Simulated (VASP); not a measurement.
A run of VASP 6.6.1 is set up as follows.

The input INCAR:

```
  ALGO = Normal
  EDIFF = 1E-7
  ENCUT = 520
  GGA = PE
  ISIF = 2
  ISMEAR = -1
  LASPH = True
  LCHARG = False
  LREAL = False
  LWAVE = False
  NBANDS = 37
  NELM = 100
  PREC = Accurate
  SIGMA = 0.1
```

KPOINTS

```
k-points
0
Gamma
  5 5 5
```

POSCAR

```
V3RuN
1.0
    3.9131643306      0.0000000000      0.0000000000
    0.0000000000      3.9131643306      0.0000000000
    0.0000000000      0.0000000000      3.9131643306
Ru V N
1 3 1
Direct
    0.0000000000      0.0000000000      0.0000000000
    0.0000000000      0.5000000000      0.5000000000
    0.5000000000      0.0000000000      0.5000000000
    0.5000000000      0.5000000000      0.0000000000
    0.5000000000      0.5000000000      0.5000000000
```

Potentials or basis: VASP PAW PBE potentials, release 64 (Ru_pv, V_sv, N).

The run is started by

```sh
$ cat potpaw_PBE.64/Ru_pv/POTCAR potpaw_PBE.64/V_sv/POTCAR potpaw_PBE.64/N/POTCAR > POTCAR
$ mpirun -np 1 vasp_std > vasp.out
```

(1) Estimate the pressure.

(2) Predict the band gap on the k mesh.

Results:

(1) 0.6 GPa.

(2) none (metal or under the smearing width).

Caveat: the run has no spin polarisation, though such a crystal can be magnetic.
